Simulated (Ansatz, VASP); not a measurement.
# Cross-check of Ti5Sn3 (Ti5Sn3 (P6_3/mcm)) between VASP and Ansatz

Wanted: the spread between two codes on one cell, functional and k mesh. The cell is taken from a series of runs on this material, whose earlier steps may have relaxed, scaled, displaced or heated it; both programs get it as it stands.

Calculated with Ansatz 0.2.0; plane waves, with VASP 6.6.1 beside it; relaxation of cell and atoms at r2SCAN.

### 1. Set-up

Symmetry: P6_3/mcm, No. 193, hexagonal system. Conventional cell: a = 8.044 Å, b = 8.044 Å, c = 5.426 Å, α = 90.00°, β = 90.00°, γ = 120.00°. Nearest to Ti lie 5 Sn at 2.75 to 2.96 Å. Nearest to Ti lie 2 Ti at 2.71 Å and 6 Sn at 2.83 Å. Nearest to Sn lie 9 Ti at 2.75 to 2.96 Å. Farther neighbours are not listed.

### 2. VASP: relaxation of cell and atoms, r2SCAN

The relaxed volume is the usual yardstick between codes: in a stiff, nearly cubic crystal its relative difference is about their pressure difference at one cell divided by the bulk modulus.

Lines of VASP's logs that name or quote its potential files are left out, and so is its time.

File INCAR:

```
SYSTEM = Ti5Sn3
PREC = Accurate
ENCUT = 550
EDIFF = 1E-07
NELM = 120
ISMEAR = -1
SIGMA = 0.05
LREAL = .FALSE.
ALGO = Normal
METAGGA = R2SCAN
LASPH = .TRUE.
NBANDS = 126
LORBIT = 11
LWAVE = .FALSE.
LCHARG = .FALSE.
ISIF = 3
IBRION = 2
NSW = 80
EDIFFG = -0.005
GGA_COMPAT = .FALSE.
NELMIN = 4
LMIXTAU = .TRUE.
KPAR = 4
```

File POSCAR:

```
Ti5Sn3
1.0
    8.0440310000      0.0000000000      0.0000000000
   -4.0220150000      6.9663350000      0.0000000000
    0.0000000000      0.0000000000      5.4258550000
Ti Sn
10 6
Direct
    0.2433844077      0.0000000329      0.2500000000
    0.2433844077      0.2433844248      0.7500000000
    0.0000000158      0.7566156410      0.7500000000
    0.0000000158      0.2433844248      0.2500000000
    0.7566156239      0.7566156410      0.2500000000
    0.7566156239      0.0000000329      0.7500000000
    0.3333333491      0.6666666996      1.0000000000
    0.6666666825      0.3333333662      0.5000000000
    0.6666666825      0.3333333662      1.0000000000
    0.3333333491      0.6666666996      0.5000000000
    0.6086328416      0.0000000329      0.2500000000
    0.6086328416      0.6086328587      0.7500000000
    0.0000000158      0.3913672071      0.7500000000
    0.0000000158      0.6086328587      0.2500000000
    0.3913671900      0.3913672071      0.2500000000
    0.3913671900      0.0000000329      0.7500000000
```

File KPOINTS:

```
Automatic mesh
0
Gamma
6 6 7
0 0 0
```

The projector-augmented-wave data sets are Ti_sv and Sn_d (PBE family, release 64).

Started as:

```
$ mpirun -np 4 vasp_std
```

Numbers of over 12 decimals in the logs are rounded to 6 here.

Log:

```text
[banner, memory and clock lines left out]
running    4 mpi-ranks, on    1 nodes
 distrk:  each k-point on    1 cores,    4 groups
 distr:  one band on    1 cores,    1 groups

 POSCAR found type information on POSCAR TiSn
 POSCAR found :  2 types and      16 ions
|                                                                             |
|               ----> ADVICE to this user running VASP <----                  |
|                                                                             |
|     You enforced a specific xc type in the INCAR file but a different       |
|     [... a line on the potential file left out ...]
|     I HOPE YOU KNOW WHAT YOU ARE DOING!                                     |
|                                                                             |

 LDA part: xc-table for (None), standard interpolation
 POSCAR, INCAR and KPOINTS ok, starting setup
 FFT: planning ... GRIDC
 FFT: planning ... GRID_SOFT
 FFT: planning ... GRID
 WAVECAR not read
 entering main loop
       N       E                     dE             d eps       ncg     rms          rms(c)
DAV:   1     0.302742047344E+04    0.30274E+04   -0.99797E+04  7168   0.255E+03
DAV:   2     0.301889139396E+03   -0.27255E+04   -0.26771E+04  7056   0.780E+02
DAV:   3    -0.233763208047E+03   -0.53565E+03   -0.51234E+03  7728   0.288E+02
DAV:   4    -0.330577454368E+03   -0.96814E+02   -0.94168E+02 11024   0.990E+01
DAV:   5    -0.342486555626E+03   -0.11909E+02   -0.11833E+02 10840   0.275E+01    0.358E+01
DAV:   6    -0.302287455539E+03    0.40199E+02   -0.15534E+02  9696   0.535E+01    0.197E+01
DAV:   7    -0.296079752320E+03    0.62077E+01   -0.65456E+01  9432   0.254E+01    0.231E+01
DAV:   8    -0.284806853915E+03    0.11273E+02   -0.42517E+01  9576   0.180E+01    0.616E+00
DAV:   9    -0.283030512566E+03    0.17763E+01   -0.50626E+00  9360   0.587E+00    0.251E+00
DAV:  10    -0.284331251523E+03   -0.13007E+01   -0.16080E+00  8680   0.342E+00    0.160E+00
DAV:  11    -0.284365389556E+03   -0.34138E-01   -0.27684E-01  9704   0.161E+00    0.767E-01
DAV:  12    -0.284365087367E+03    0.30219E-03   -0.13927E-01  9130   0.123E+00    0.552E-01
DAV:  13    -0.284372319266E+03   -0.72319E-02   -0.16905E-02  8800   0.469E-01    0.291E-01
DAV:  14    -0.284377926813E+03   -0.56075E-02   -0.21930E-02  8002   0.540E-01    0.146E-01
[...]
DAV:  19    -0.284378508332E+03    0.40326E-04   -0.90050E-05  8936   0.356E-02    0.169E-02
DAV:  20    -0.284378508771E+03   -0.43918E-06   -0.94206E-06  9048   0.979E-03    0.935E-03
DAV:  21    -0.284378505099E+03    0.36717E-05   -0.85369E-06  8472   0.889E-03    0.388E-03
DAV:  22    -0.284378506980E+03   -0.18809E-05   -0.19430E-06  8440   0.537E-03    0.155E-03
DAV:  23    -0.284378507199E+03   -0.21894E-06   -0.32860E-07  6248   0.206E-03    0.999E-04
DAV:  24    -0.284378506845E+03    0.35434E-06   -0.80366E-08  4432   0.128E-03    0.362E-04
DAV:  25    -0.284378506636E+03    0.20879E-06   -0.54252E-08  4128   0.810E-04    0.264E-04
DAV:  26    -0.284378506612E+03    0.23800E-07   -0.20143E-08  4056   0.557E-04
   1 F= -.28437851E+03 E0= -.28433455E+03  d E =-.284379E+03
 curvature:   0.00 expect dE= 0.000E+00 dE for cont linesearch  0.000E+00
 trial: gam= 0.00000 g(F)=  0.663E-05 g(S)=  0.114E-02 ort = 0.000E+00 (trialstep = 0.100E+01)
 search vector abs. value=  0.115E-02
 bond charge predicted
       N       E                     dE             d eps       ncg     rms          rms(c)
DAV:   1    -0.284402744206E+03   -0.24238E-01   -0.61687E-01  8580   0.477E+00    0.110E+00
DAV:   2    -0.284382217769E+03    0.20526E-01   -0.12960E-01  8582   0.158E+00    0.439E-01
DAV:   3    -0.284382643246E+03   -0.42548E-03   -0.25915E-02  9704   0.632E-01    0.503E-01
DAV:   4    -0.284378664093E+03    0.39792E-02   -0.16949E-02  9648   0.433E-01    0.126E-01
DAV:   5    -0.284378145273E+03    0.51882E-03   -0.23999E-03  9338   0.184E-01    0.421E-02
DAV:   6    -0.284378412379E+03   -0.26711E-03   -0.48547E-04  8632   0.803E-02    0.301E-02
DAV:   7    -0.284378409314E+03    0.30643E-05   -0.61834E-04  9314   0.572E-02    0.329E-02
DAV:   8    -0.284378475993E+03   -0.66679E-04   -0.36543E-05  9288   0.193E-02    0.228E-02
DAV:   9    -0.284378494629E+03   -0.18636E-04   -0.58090E-05  7712   0.271E-02    0.237E-03
DAV:  10    -0.284378504898E+03   -0.10270E-04   -0.28408E-05  7472   0.202E-02    0.383E-03
DAV:  11    -0.284378505253E+03   -0.35464E-06   -0.30484E-06  9200   0.560E-03    0.230E-03
DAV:  12    -0.284378505329E+03   -0.76197E-07   -0.12261E-07  5352   0.121E-03
   2 F= -.28437851E+03 E0= -.28433431E+03  d E =0.128268E-05
 trial-energy change:    0.000001  1 .order    0.000007   -0.001148    0.001161
 step:   0.5006(harm=  0.4971)  dis= 0.00012  next Energy=  -284.378795 (dE=-0.288E-03)
 bond charge predicted
       N       E                     dE             d eps       ncg     rms          rms(c)
DAV:   1    -0.284384817336E+03   -0.63121E-02   -0.15346E-01  8484   0.237E+00    0.547E-01
DAV:   2    -0.284379567750E+03    0.52496E-02   -0.31975E-02  8514   0.788E-01    0.217E-01
DAV:   3    -0.284379595847E+03   -0.28097E-04   -0.60377E-03  9730   0.306E-01    0.238E-01
DAV:   4    -0.284378735956E+03    0.85989E-03   -0.39461E-03  9644   0.214E-01    0.643E-02
DAV:   5    -0.284378653469E+03    0.82487E-04   -0.59405E-04  9326   0.915E-02    0.205E-02
DAV:   6    -0.284378738247E+03   -0.84778E-04   -0.12676E-04  8578   0.413E-02    0.149E-02
DAV:   7    -0.284378772501E+03   -0.34254E-04   -0.15979E-04  9364   0.290E-02    0.168E-02
DAV:   8    -0.284378791207E+03   -0.18707E-04   -0.83719E-06  9100   0.937E-03    0.123E-02
DAV:   9    -0.284378798304E+03   -0.70966E-05   -0.15580E-05  7944   0.142E-02    0.141E-03
DAV:  10    -0.284378800493E+03   -0.21892E-05   -0.72673E-06  7478   0.103E-02    0.186E-03
DAV:  11    -0.284378801510E+03   -0.10168E-05   -0.74858E-07  7760   0.283E-03    0.106E-03
DAV:  12    -0.284378801500E+03    0.98553E-08   -0.38683E-08  4108   0.858E-04
   3 F= -.28437880E+03 E0= -.28433473E+03  d E =-.294888E-03
 curvature:  -0.25 expect dE=-0.214E-05 dE for cont linesearch -0.995E-06
 trial: gam= 0.00000 g(F)=  0.343E-05 g(S)=  0.517E-05 ort =-0.678E-04 (trialstep = 0.900E+00)
 search vector abs. value=  0.860E-05
 reached required accuracy - stopping structural energy minimisation
```

OUTCAR, selected parts (step 2):

```text
ion  position               nearest neighbor table
   1  0.243  0.000  0.250-  15 2.75  14 2.75  11 2.94  16 2.96  16 2.96
   2  0.243  0.243  0.750-  16 2.75  13 2.75  12 2.94  15 2.96  15 2.96
   3  0.000  0.757  0.750-  12 2.75  16 2.75  13 2.94  14 2.96  14 2.96
   4  0.000  0.243  0.250-  15 2.75  11 2.75  14 2.94  13 2.96  13 2.96
   5  0.757  0.757  0.250-  11 2.75  14 2.75  15 2.94  12 2.96  12 2.96
   6  0.757  0.000  0.750-  12 2.75  13 2.75  16 2.94  11 2.96  11 2.96
   7  0.333  0.667  0.000-  10 2.71  10 2.71  15 2.83  16 2.83  12 2.83  11 2.83  14 2.83  13 2.83

  LATTYP: Found a hexagonal cell.
 ALAT       =     8.0440310000
 C/A-ratio  =     0.6745194045

 Subroutine GETGRP returns: Found 24 space group operations
 (whereof 12 operations were pure point group operations)

The static configuration has the point symmetry D_3d.
 The point group associated with its full space group is D_6h.

 Found     28 irreducible k-points:

   k-points           NKPTS =     28   k-points in BZ     NKDIM =     28   number of bands    NBANDS=    126

   dimension x,y,z NGX =    64 NGY =   64 NGZ =   42
   dimension x,y,z NGXF=   128 NGYF=  128 NGZF=   84

   ENCUT  =  550.0 eV  40.42 Ry    6.36 a.u.  15.38 15.38 10.38*2*pi/ulx,y,z

   NELECT =     204.0000    total number of electrons

 k-points in reciprocal lattice and weights: Automatic mesh
   0.00000000  0.00000000  0.00000000       0.004
   0.16666667  0.00000000  0.00000000       0.024
   0.33333333  0.00000000  0.00000000       0.024
   0.50000000  0.00000000  0.00000000       0.012
   0.16666667  0.16666667  0.00000000       0.024
   0.33333333  0.16666667  0.00000000       0.048
   0.33333333  0.33333333  0.00000000       0.008
   0.00000000  0.00000000  0.14285714       0.008
   0.16666667  0.00000000  0.14285714       0.048
[...]
0.33333333  0.16666667  0.42857143       0.095
   0.33333333  0.33333333  0.42857143       0.016

 average (electrostatic) potential at core
       1 -76.6165       2 -76.6165       3 -76.6165       4 -76.6165       5 -76.6165
       6 -76.6165       7 -75.9522       8 -75.9522       9 -75.9522      10 -75.9522
      11-102.6006      12-102.6006      13-102.6006      14-102.6006      15-102.6006
      16-102.6006

 E-fermi :   9.3460

 k-point     1 :       0.0000    0.0000    0.0000
  band No.  band energies     occupation
    ...
     98       8.3470      2.00000
     99       8.3615      2.00000
    100       8.6732      2.00000
    101       8.8987      1.99974
    102       8.8987      1.99974
    103       9.5163      0.06423
    104       9.5163      0.06423
    105       9.6407      0.00549
    106       9.6407      0.00549
    107       9.7024      0.00160
    ...

 k-point     2 :       0.1667    0.0000    0.0000
  band No.  band energies     occupation
    ...
     98       8.4395      2.00000
     99       8.4624      2.00000
    100       8.6643      2.00000
    101       8.7361      1.99999
    102       8.9406      1.99940
    103       9.4489      0.22614
    104       9.5737      0.02081
    105       9.6215      0.00805
    106       9.6658      0.00333
    107       9.7343      0.00085
    ...

 k-point     3 :       0.3333    0.0000    0.0000
  band No.  band energies     occupation
    ...
     99       8.5861      2.00000
    100       8.6289      2.00000
    101       8.6657      2.00000
    102       9.1015      1.98505
    103       9.2362      1.79968
    104       9.5518      0.03210
    105       9.6737      0.00284
    106       9.7195      0.00114
    107       9.8129      0.00018
    108      10.0260      0.00000
    ...

  Total       -0.0288659     -0.0288659     -0.0069915     -0.0000000      0.0000000      0.0000000
  in kB       -0.1518629     -0.1518628     -0.0367821     -0.0000000      0.0000000      0.0000000
  external PRESSURE =      -0.1135026 kB  Pullay stress =       0.0000000 kB

  energy-cutoff  :      550.00
  volume of cell :      304.54
      direct lattice vectors                 reciprocal lattice vectors
     8.048496664  0.000000000  0.000000000     0.124246806  0.071733920  0.000000000
    -4.024247831  6.970202378 -0.000000000    -0.000000000  0.143467857  0.000000000
    -0.000000000 -0.000000000  5.428547337    -0.000000000  0.000000000  0.184211344

 POSITION                                       TOTAL-FORCE (eV/Angst)
 -----------------------------------------------------------------------------------
      1.95887      0.00000      1.35714         0.002457      0.000000     -0.000000
      0.97944      1.69643      4.07141         0.001228      0.002128     -0.000000
     -3.04481      5.27377      4.07141         0.001228     -0.002128     -0.000000
     -0.97944      1.69643      1.35714        -0.001228      0.002128     -0.000000
      3.04481      5.27377      1.35714        -0.001228     -0.002128     -0.000000
      6.08962      0.00000      4.07141        -0.002457     -0.000000     -0.000000
      0.00000      4.64680     -0.00000         0.000000      0.000000     -0.000000
      4.02425      2.32340      2.71427         0.000000      0.000000     -0.000000
      4.02425      2.32340     -0.00000         0.000000      0.000000     -0.000000
      0.00000      4.64680      2.71427         0.000000      0.000000     -0.000000
      4.89846      0.00000      1.35714        -0.002412     -0.000000     -0.000000
      2.44923      4.24219      4.07141        -0.001206     -0.002089     -0.000000
     -1.57502      2.72801      4.07141        -0.001206      0.002089      0.000000
     -2.44923      4.24219      1.35714         0.001206     -0.002089      0.000000
      1.57502      2.72801      1.35714         0.001206      0.002089     -0.000000
      3.15003      0.00000      4.07141         0.002412      0.000000     -0.000000
 -----------------------------------------------------------------------------------
    total drift:                                0.000127     -0.002631      0.000000

  FREE ENERGIE OF THE ION-ELECTRON SYSTEM (eV)
  ---------------------------------------------------
  free  energy   TOTEN  =      -284.3788015003 eV

  energy  without entropy=     -284.2906499969  energy(sigma->0) =     -284.33472575

 reached required accuracy - stopping structural energy minimisation

 total charge
# of ion       s       p       d       tot
------------------------------------------
    1        2.153   6.102   1.820  10.076
    2        2.153   6.102   1.820  10.076
    3        2.153   6.102   1.820  10.076
    4        2.153   6.102   1.820  10.076
    5        2.153   6.102   1.820  10.076
    6        2.153   6.102   1.820  10.076
    7        2.178   6.135   1.950  10.262
    8        2.178   6.135   1.950  10.262
    9        2.178   6.135   1.950  10.262
   10        2.178   6.135   1.950  10.262
   11        1.106   1.537  10.013  12.657
   12        1.106   1.537  10.013  12.657
   13        1.106   1.537  10.013  12.657
   14        1.106   1.537  10.013  12.657
   15        1.106   1.537  10.013  12.657
   16        1.106   1.537  10.013  12.657
--------------------------------------------------
tot         28.268  70.377  78.795 177.441

[... 3 further parts left out ...]
```

CONTCAR:

```
Ti5Sn3
   1.00000000000000
     8.0484966638496083    0.0000000003205174    0.0000000000000000
    -4.0242478313696513    6.9702023778537834   -0.0000000000000000
    -0.0000000000000000   -0.0000000000000000    5.4285473373103388
  Ti              Sn
    10     6
Direct
     0.2433836076762219    0.0000000328999973    0.2500000000000000
     0.2433836076762219    0.2433836247762216    0.7500000000000000
     0.0000000157999978    0.7566164410237802    0.7500000000000000
     0.0000000157999977    0.2433836247762217    0.2500000000000000
     0.7566164239237736    0.7566164410237803    0.2500000000000000
     0.7566164239237736    0.0000000328999975    0.7500000000000000
     0.3333333491000019    0.6666666996000004    0.0000000000000000
     0.6666666825000007    0.3333333662000015    0.5000000000000000
     0.6666666825000007    0.3333333662000015    0.0000000000000000
     0.3333333491000019    0.6666666996000004    0.5000000000000000
     0.6086184768014846    0.0000000328999961    0.2500000000000000
     0.6086184768014844    0.6086184939014851    0.7500000000000000
     0.0000000157999980    0.3913815718985084    0.7500000000000000
     0.0000000157999975    0.6086184939014865    0.2500000000000000
     0.3913815547985111    0.3913815718985096    0.2500000000000000
     0.3913815547985109    0.0000000328999987    0.7500000000000000
```

The run keeps the 24 symmetry operations of its start, so it cannot find a distortion of lower symmetry.

(Continued in part 2 of 2.)

[Lines on the potential files, build, host, timing and source positions are cut from VASP's logs without a mark.]

[Logs are printed without paths, hosts, clocks, repeated set-up lines and the standing remarks that a program may print on its own settings, such as how far it seeks lower states.]

[Hosts, paths, dates, database ids (printed as entryN), source tags and the programs' standing remarks are cut or masked in the printed files.]
